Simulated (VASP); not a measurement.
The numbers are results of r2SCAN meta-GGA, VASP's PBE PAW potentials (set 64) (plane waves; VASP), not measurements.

Input for VASP

### INCAR
```
SYSTEM  =  MgO
PREC  =  Accurate; ENCUT  =  520; LREAL  =  .False.
LASPH  =  .True.
EDIFF  =  1E-7; NELM  =  100; ALGO  =  Normal
LMIXTAU  =  .True.
ISMEAR  =  -5
METAGGA  =  R2SCAN
ISIF  =  2
LWAVE  =  .False.; LCHARG  =  .False.; LORBIT  =  11
NEDOS  =  601
```

POSCAR:
```
MgO
1
   -0.0000000000     2.0973999269     2.0973999269
    2.0973999269     0.0000000000     2.0973999269
    2.0973999269     2.0973999269     0.0000000000
Mg O
1 1
Direct
  0.0000000000   0.0000000000   0.0000000000
  0.5000000000   0.5000000000   0.5000000000
```

### KPOINTS
```
kpoints
0
gamma
  12 12 12
```

### KPOINTS_OPT
```
k-points along high-symmetry lines
10
Line-mode
Reciprocal
  0.000000   0.000000   0.000000 ! GAMMA
  0.500000   0.000000   0.500000 ! X

  0.500000   0.000000   0.500000 ! X
  0.625000   0.250000   0.625000 ! U

  0.375000   0.375000   0.750000 ! K
  0.000000   0.000000   0.000000 ! GAMMA

  0.000000   0.000000   0.000000 ! GAMMA
  0.500000   0.500000   0.500000 ! L

  0.500000   0.500000   0.500000 ! L
  0.500000   0.250000   0.750000 ! W

  0.500000   0.250000   0.750000 ! W
  0.500000   0.000000   0.500000 ! X
```

POTCAR, in this order: Mg O (PBE.64 set). Program: vasp_std.

Output

**OSZICAR**
```
       N       E                     dE             d eps       ncg     rms          rms(c)
DAV:   1     0.549460529370E+01    0.54946E+01   -0.51427E+03  1416   0.926E+02
DAV:   2    -0.195007379860E+02   -0.24995E+02   -0.24902E+02  1408   0.145E+02
DAV:   3    -0.198386688362E+02   -0.33793E+00   -0.33793E+00  1416   0.182E+01
DAV:   4    -0.198392608530E+02   -0.59202E-03   -0.59202E-03  1648   0.726E-01
DAV:   5    -0.198392611495E+02   -0.29652E-06   -0.29652E-06  1488   0.115E-02    0.683E+00
DAV:   6    -0.159462648928E+02    0.38930E+01   -0.49269E+00  1152   0.156E+01    0.201E+00
DAV:   7    -0.163223466425E+02   -0.37608E+00   -0.13033E+00  1168   0.964E+00    0.194E+00
DAV:   8    -0.160344927580E+02    0.28785E+00   -0.19976E+00  1152   0.123E+01    0.195E+00
DAV:   9    -0.160932838934E+02   -0.58791E-01   -0.64621E-01  1152   0.664E+00    0.438E-01
DAV:  10    -0.161608568397E+02   -0.67573E-01   -0.46287E-02  1152   0.220E+00    0.150E-01
DAV:  11    -0.161611376030E+02   -0.28076E-03   -0.43100E-04  1600   0.209E-01    0.109E-01
DAV:  12    -0.161612511974E+02   -0.11359E-03   -0.49396E-04  1232   0.218E-01    0.571E-02
DAV:  13    -0.161612762773E+02   -0.25080E-04   -0.56927E-04  1208   0.260E-01    0.453E-03
DAV:  14    -0.161613708086E+02   -0.94531E-04   -0.28482E-05  1152   0.868E-02    0.270E-03
DAV:  15    -0.161613595938E+02    0.11215E-04   -0.12198E-06  1512   0.130E-02    0.386E-03
DAV:  16    -0.161613679662E+02   -0.83724E-05   -0.12367E-06  1264   0.963E-03    0.670E-04
DAV:  17    -0.161613663635E+02    0.16027E-05   -0.99384E-08  1200   0.519E-03    0.220E-04
DAV:  18    -0.161613673429E+02   -0.97941E-06   -0.29328E-09   656   0.688E-04    0.872E-05
DAV:  19    -0.161613670200E+02    0.32289E-06   -0.14023E-09   640   0.415E-04    0.200E-05
DAV:  20    -0.161613674028E+02   -0.38275E-06   -0.43533E-10   616   0.252E-04    0.990E-06
DAV:  21    -0.161613673909E+02    0.11925E-07   -0.14923E-11   648   0.575E-05
   1 F= -.16161367E+02 E0= -.16161367E+02  d E =0.000000E+00
       N       E                     dE             ncg
```

OUTCAR:
```
------------------------ aborting loop because EDIFF is reached ----------------------------------------
  FORCE on cell =-STRESS in cart. coord.  units (eV):
  Direction    XX          YY          ZZ          XY          YZ          ZX
  --------------------------------------------------------------------------------------
  Total        0.0012148      0.0012148      0.0012148      0.0000000      0.0000000      0.0000000
  in kB        0.1054773      0.1054773      0.1054773      0.0000000      0.0000000      0.0000000
  external PRESSURE =       0.1054773 kB  Pullay stress =       0.0000000 kB
  volume of cell :       18.45
      direct lattice vectors                 reciprocal lattice vectors
     0.000000000  2.097399927  2.097399927    -0.238390396  0.238390396  0.238390396
     2.097399927  0.000000000  2.097399927     0.238390396 -0.238390396  0.238390396
     2.097399927  2.097399927  0.000000000     0.238390396  0.238390396 -0.238390396
  FREE ENERGIE OF THE ION-ELECTRON SYSTEM (eV)
  ---------------------------------------------------
  free  energy   TOTEN  =       -16.1613673909 eV

  energy  without entropy=      -16.1613673909  energy(sigma->0) =      -16.16136739

 total charge

# of ion       s       p       d       tot
------------------------------------------
    1        0.141   0.178   0.076   0.395
    2        1.545   3.595   0.000   5.140
--------------------------------------------------
tot          1.687   3.773   0.076   5.535
```
(Selected blocks of OUTCAR.)

### OUTCAR
```
 val. band max:        2.8667855220   @ k =   0.0000   0.0000   0.0000

 cond. band min:       8.5964006187   @ k =   0.0000   0.0000   0.0000


 Fermi energy:         2.8857546938

 k-point     1 :       0.0000    0.0000    0.0000
  band No.  band energies     occupation
      1     -15.3972      2.00000
      2       2.8668      2.00000
      3       2.8668      2.00000
      4       2.8668      2.00000
      5       8.5964      0.00000
      6      19.7729      0.00000
      7      19.7729      0.00000
      8      19.7729      0.00000

 k-point     2 :       0.0833    0.0000    0.0000
  band No.  band energies     occupation
      1     -15.3228      2.00000
      2       2.4126      2.00000
      3       2.8169      2.00000
      4       2.8169      2.00000
      5       9.0397      0.00000
      6      18.8189      0.00000
      7      19.9553      0.00000
      8      19.9553      0.00000

 k-point     3 :       0.1667    0.0000    0.0000
  band No.  band energies     occupation
      1     -15.1132      2.00000
      2       1.3769      2.00000
      3       2.6839      2.00000
      4       2.6839      2.00000
      5      10.0125      0.00000
      6      17.4469      0.00000
      7      20.3916      0.00000
      8      20.3916      0.00000

 k-point     4 :       0.2500    0.0000    0.0000
  band No.  band energies     occupation
      1     -14.8088      2.00000
      2       0.2060      2.00000
      3       2.5091      2.00000
      4       2.5091      2.00000
      5      10.9704      0.00000
      6      16.5821      0.00000
      7      20.7197      0.00000
      8      20.7198      0.00000

 k-point     5 :       0.3333    0.0000    0.0000
  band No.  band energies     occupation
      1     -14.4790      2.00000
      2      -0.8297      2.00000
      3       2.3415      2.00000
      4       2.3415      2.00000
      5      11.5455      0.00000
      6      16.4070      0.00000
      7      20.6747      0.00000
...
```

The compound is MgO in the rock salt structure. It was relaxed first.
